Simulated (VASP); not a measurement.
Crystal: YAl3N4.

```
Al Y N
1.0
     6.66000    0.00000    0.00000
    -3.33000    5.76773    0.00000
     0.00000    0.00000    5.14000
Al Y N
6 2 8
Cartesian
  1.6650 0.9613 2.5700
  -1.6650 4.8064 0.0000
  0.0000 3.8452 2.5700
  3.3300 1.9226 0.0000
  1.6650 4.8064 0.0000
  3.3300 3.8452 2.5700
  0.0000 1.9226 0.0000
  4.9950 0.9613 2.5700
  0.0000 1.9226 1.9635
  1.6650 0.9613 4.5335
  -1.6650 4.8064 1.9635
  0.0000 3.8452 4.5335
  3.3300 1.9226 1.9635
  4.9950 0.9613 4.5335
  1.6650 4.8064 1.9635
  3.3300 3.8452 4.5335
```

The cell was built by a generator and needn't be a form met in nature.

```yaml
Program: VASP 6.6.1
Task: relaxation of cell and atoms
Functional: PBE
Potentials_or_basis: VASP PAW PBE potentials, release 64 (Al, Y_sv, N)
Cutoff: 600 eV
k_mesh: 4 × 4 × 5
Occupations: gaussian, width 0.05 eV
Spin: no spin polarisation
```

At the start: pressure 8.0 GPa; volume 12.34 Å³/atom.

Q: How do energy, volume and symmetry change on relaxing?

A: Over 20 steps the energy falls by 293.6 meV/atom and the volume is 12.23 Å³/atom (-0.9 %); space group Cmc2_1 (No. 36, to 0.05 Å).

Step by step:
| step | energy change (eV) | largest force (eV/Å) | pressure (GPa) | volume (Å³) |
| --- | --- | --- | --- | --- |
| 1 | 0.0000 | 7.1217 | 7.96 | 197.44 |
| 2 | -3.3503 | 1.4642 | -12.26 | 215.43 |
| 3 | -3.8312 | 1.1657 | -8.65 | 210.03 |
| 4 | -4.4243 | 0.9837 | 3.89 | 192.71 |
| 5 | -4.4623 | 0.8118 | 1.06 | 195.90 |
| 6 | -4.5552 | 0.5597 | 0.40 | 196.36 |
| 7 | -4.5609 | 0.4999 | 0.22 | 196.50 |
| 8 | -4.6252 | 0.3461 | -0.74 | 197.25 |
| 9 | -4.6357 | 0.3672 | -1.30 | 197.70 |
| 10 | -4.6708 | 0.2046 | 0.70 | 195.14 |
| 11 | -4.6708 | 0.2045 | 0.69 | 195.16 |
| 12 | -4.6849 | 0.1405 | -0.02 | 195.84 |
| 13 | -4.6852 | 0.1524 | -0.14 | 195.97 |
| 14 | -4.6923 | 0.0814 | -0.17 | 195.96 |
| 15 | -4.6925 | 0.0986 | -0.18 | 195.95 |
| 16 | -4.6966 | 0.0557 | 0.20 | 195.48 |
| 17 | -4.6966 | 0.0554 | 0.20 | 195.47 |
| 18 | -4.6974 | 0.0470 | -0.16 | 195.84 |
| 19 | -4.6975 | 0.0240 | -0.07 | 195.75 |
| 20 | -4.6977 | 0.0174 | 0.02 | 195.65 |

Final structure:
```cif
data_structure
_symmetry_space_group_name_H-M 'P 1'
_symmetry_Int_Tables_number 1
_cell_length_a 6.5649
_cell_length_b 6.7250
_cell_length_c 5.1598
_cell_angle_alpha 90.000
_cell_angle_beta 90.000
_cell_angle_gamma 120.810
_cell_volume 195.65
loop_
_atom_site_label
_atom_site_type_symbol
_atom_site_fract_x
_atom_site_fract_y
_atom_site_fract_z
_atom_site_occupancy
Al1 Al 0.33100 0.16316 0.50082 1
Al2 Al 0.17608 0.83804 0.98832 1
Al3 Al 0.33100 0.66784 0.50082 1
Al4 Al 0.66900 0.33684 0.00082 1
Al5 Al 0.66900 0.83216 0.00082 1
Al6 Al 0.82392 0.66196 0.48832 1
Y1 Y 0.20093 0.35046 0.99705 1
Y2 Y 0.79907 0.14954 0.49705 1
N1 N 0.18341 0.34171 0.44783 1
N2 N 0.35828 0.14636 0.86196 1
N3 N 0.16425 0.83212 0.36924 1
N4 N 0.35828 0.71192 0.86196 1
N5 N 0.64172 0.35364 0.36196 1
N6 N 0.81659 0.15829 0.94783 1
N7 N 0.64172 0.78807 0.36196 1
N8 N 0.83575 0.66788 0.86924 1
```
